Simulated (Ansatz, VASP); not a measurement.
## One calculation of KGeF3, two programs

```
K Ge F
1.0
     4.46264    0.00000    0.00000
     0.00000    4.46264    0.00000
     0.00000    0.00000    4.46264
K Ge F
1 1 3
Direct
  0.00000 0.00000 0.00000
  0.50000 0.50000 0.50000
  0.50000 0.50000 0.00000
  0.50000 0.00000 0.50000
  0.00000 0.50000 0.50000
```

The cell comes from a database or a generator and needn't be the stable form of this composition.

Alike in both runs: task single point; functional PBE; k mesh 4 × 4 × 4; occupations gaussian, width 0.05 eV; no spin polarisation.

|  | VASP | Ansatz |
| --- | --- | --- |
| version | VASP 6.6.1 | Ansatz 0.2.0 |
| potentials or method | VASP PAW PBE potentials, release 64 (K_sv, Ge_d, F) | scalar-relativistic, plane waves, PAW |
| plane-wave cutoff (eV) | 520 | 420 |
| valence electrons in the cell | 44 | 44 |

Ansatz gave:

- gap on the k mesh at the Fermi level (eV): 2.02
- least direct gap on the mesh (eV): 2.02
- pressure (GPa): -0.3

**Question.** What did VASP give for the same quantities?

**Answer.** gap on the k mesh at the Fermi level (eV): 2.01; least direct gap on the mesh (eV): 2.01; pressure (GPa): -0.4.

A k mesh can miss the band edges.
